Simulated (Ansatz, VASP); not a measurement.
Al2BC3: VASP beside Ansatz

Contents of INCAR:

```
PREC = Accurate ; ENCUT = 520
EDIFF = 1E-6 ; ISMEAR = 0
SIGMA = 0.1 ; LREAL = F
LASPH = T ; NELM = 150
ALGO = Normal ; ISIF = 2
LWAVE = F ; LCHARG = F
ISPIN = 2 ; MAGMOM = 0 0 0 1 1 1
LORBIT = 11 ; GGA = PE
NBANDS = 24
```

The input KPOINTS:

```
Automatic mesh
0
Gamma
  4 4 4
```

Contents of POSCAR:

```
Al2BC3
1.0
    4.1588534016      0.0000000000      0.0000000000
    0.0000000000      4.1588534016      0.0000000000
    0.0000000000      0.0000000000      4.1734671542
Al B C
2 1 3
Direct
    0.0000000000      0.0000000000      0.0000000000
    0.5000000000      0.5000000000      0.0000000000
    0.0000000000      0.0000000000      0.5000000000
    0.5000000000      0.0000000000      0.0000000000
    0.0000000000      0.5000000000      0.0000000000
    0.5000000000      0.5000000000      0.5000000000
```

Input for Ansatz:

```yaml
crystal:
  lattice:
    - [4.1588534016, 0.0, 0.0]
    - [0.0, 4.1588534016, 0.0]
    - [0.0, 0.0, 4.1734671542]
  atoms:
    - { symbol: Al, position: [0.0, 0.0, 0.0] }
    - { symbol: Al, position: [0.5, 0.5, 0.0] }
    - { symbol: B, position: [0.0, 0.0, 0.5] }
    - { symbol: C, position: [0.5, 0.0, 0.0], spin: 1.0 }
    - { symbol: C, position: [0.0, 0.5, 0.0], spin: 1.0 }
    - { symbol: C, position: [0.5, 0.5, 0.5], spin: 1.0 }
basis:
  ecutwfc: 420
kpoints:
  mp_grid: { grid: [4, 4, 4] }
hamiltonian:
  xc: pbe
scf:
  occupations: { method: gaussian, width: 0.1 }
  lower_state_search: "off"
output:
  forces: true
  stress: true
  eigenvalues: true
  populations: true
magnetization:
  spin_polarized: true
```

Alike in both runs: task single point; functional PBE; k mesh 4 × 4 × 4; occupations gaussian, width 0.1 eV; collinear spin.

|  | VASP | Ansatz |
| --- | --- | --- |
| version | VASP 6.6.1 | Ansatz 0.2.0 |
| potentials or method | VASP PAW PBE potentials, release 64 (Al, B, C) | scalar-relativistic, plane waves, PAW |
| plane-wave cutoff (eV) | 520 | 420 |
| valence electrons in the cell | 21 | 21 |

Ansatz gave:

- gap on the k mesh at the Fermi level (eV): none
- pressure (GPa): 0.2
- largest component of the traceless stress (GPa): 0.66
- net moment per atom (μB): 0.06
- size of the moment on the site where the two differ most (μB): 0.24

Task: What did VASP give for the same quantities?

Result: gap on the k mesh at the Fermi level (eV): none; pressure (GPa): 0.0; largest component of the traceless stress (GPa): 0.16; net moment per atom (μB): 0.00; size of the moment on the site where the two differ most (μB): 0.00.

Site moments also hang on the region over which each program counts them. A gap of «none» marks a metal or a gap that the smearing closes. Ansatz warned: «seeded_moment_not_kept».

Caveats: the k mesh is coarse (spacing up to 0.38 Å⁻¹), so the values aren't converged.
